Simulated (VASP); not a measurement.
OSZICAR of a VASP run on Rb (bcc):

File OSZICAR:
```
       N       E                     dE             d eps       ncg     rms          rms(c)
DAV:   1     0.473554572305E+02    0.47355E+02   -0.34048E+03   560   0.821E+02
DAV:   2     0.165365236188E+01   -0.45702E+02   -0.45129E+02   648   0.138E+02
DAV:   3    -0.812928737205E+00   -0.24666E+01   -0.24667E+01   728   0.382E+01
DAV:   4    -0.897207465007E+00   -0.84279E-01   -0.84205E-01   904   0.520E+00
DAV:   5    -0.897810025262E+00   -0.60256E-03   -0.60257E-03   816   0.377E-01    0.125E+00
DAV:   6    -0.899647260760E+00   -0.18372E-02   -0.23172E-03   824   0.373E-01    0.755E-01
DAV:   7    -0.900982360510E+00   -0.13351E-02   -0.56570E-03   632   0.635E-01    0.434E-02
DAV:   8    -0.901156746854E+00   -0.17439E-03   -0.26791E-04   848   0.177E-01    0.110E-02
DAV:   9    -0.901168742055E+00   -0.11995E-04   -0.15419E-05   880   0.432E-02    0.436E-03
DAV:  10    -0.901168964639E+00   -0.22258E-06   -0.23961E-06   848   0.125E-02    0.100E-03
DAV:  11    -0.901168949715E+00    0.14924E-07   -0.53530E-08   712   0.207E-03
   1 F= -.90116895E+00 E0= -.90092299E+00  d E =-.737874E-03
```

### Question
Which electronic solver shows in the log?

### Answer
It is blocked Davidson (ALGO = Normal, or the opening steps of other solvers). The INCAR had ALGO = Normal.

### Question
Can the final energy be trusted as converged?

### Answer
The calculation finished and met its thresholds. It stopped with EDIFF = 1E-7, NELM = 100 (AM05 GGA, plane waves, VASP's PBE PAW potentials (set 64)).

The compound is Rb in the bcc structure. This cell is one point of a volume scan, at 1.06 of the reference volume.
